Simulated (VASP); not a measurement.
Computed with PBE GGA, VASP's PBE PAW potentials (set 64) (plane waves; VASP).

VASP ran on this input.

**KPOINTS**
```
kpoints
0
G
 8 8 8
0 0 0
```

POSCAR:
```
GdN
1
    0.0000000000     2.4396240000     2.5632720000
    2.5408420000     0.0000000000     2.5632720000
    2.5408420000     2.4396240000     0.0000000000
Gd N
1 1
Direct
  0.0000000000   0.0000000000   0.0000000000
  0.4948920000   0.5051080000   0.5051080000
```

**INCAR**
```
ENCUT  =  520   ! plane-wave cut-off (eV)
PREC  =  Accurate
NBANDS  =  9
SYSTEM  =  GdN
SIGMA  =  0.05   ! width (eV)
LWAVE  =  F
EDIFF  =  1E-6
LREAL  =  F   ! projection in real space or not
ISIF  =  2   ! forces and stress, cell fixed
NELM  =  100   ! most electronic steps
LCHARG  =  F
GGA  =  PE   ! PBE
ALGO  =  Normal   ! blocked Davidson
ISMEAR  =  0   ! Gaussian
LASPH  =  T   ! aspherical one-centre terms
LMAXMIX  =  6   ! l cut-off of mixed one-centre charges
```

POTCAR, in this order: Gd_3 N (PBE.64 set). Program: vasp_std.

The 4f electrons are frozen in the core of the lanthanide potential, so 4f levels, which can set the real gap, and their magnetism are missing.

What does the run give for the energy per atom (σ→0), pressure, band gap (on the k-mesh)?

```yaml
energy per atom (σ→0): -8.061 eV/atom
band gap (on the k-mesh): none (metal, semimetal or under 0.01 eV)
pressure: -3.44 GPa
```

OSZICAR:
```
...
DAV:   6    -0.163368161215E+02    0.21305E+01   -0.23652E+01  1853   0.321E+01    0.241E+01
DAV:   7    -0.161260654784E+02    0.21075E+00   -0.20514E+00  1899   0.998E+00    0.163E+01
DAV:   8    -0.161248739572E+02    0.11915E-02   -0.10906E-01  1981   0.433E+00    0.492E+00
DAV:   9    -0.161222030352E+02    0.26709E-02   -0.65646E-03  2113   0.977E-01    0.425E-01
DAV:  10    -0.161224633908E+02   -0.26036E-03   -0.69607E-04  2327   0.243E-01    0.251E-01
DAV:  11    -0.161224417101E+02    0.21681E-04   -0.16464E-04  1995   0.891E-02    0.148E-02
DAV:  12    -0.161224424217E+02   -0.71161E-06   -0.60668E-06  2110   0.278E-02
   1 F= -.16122442E+02 E0= -.16122413E+02  d E =-.586567E-04
```

The compound is GdN in the rock salt structure. The cell was not relaxed at this level, atoms are displaced from their ideal sites. The run is one of a series of settings (NBANDS = 9 against the base run), some of them coarse on purpose.
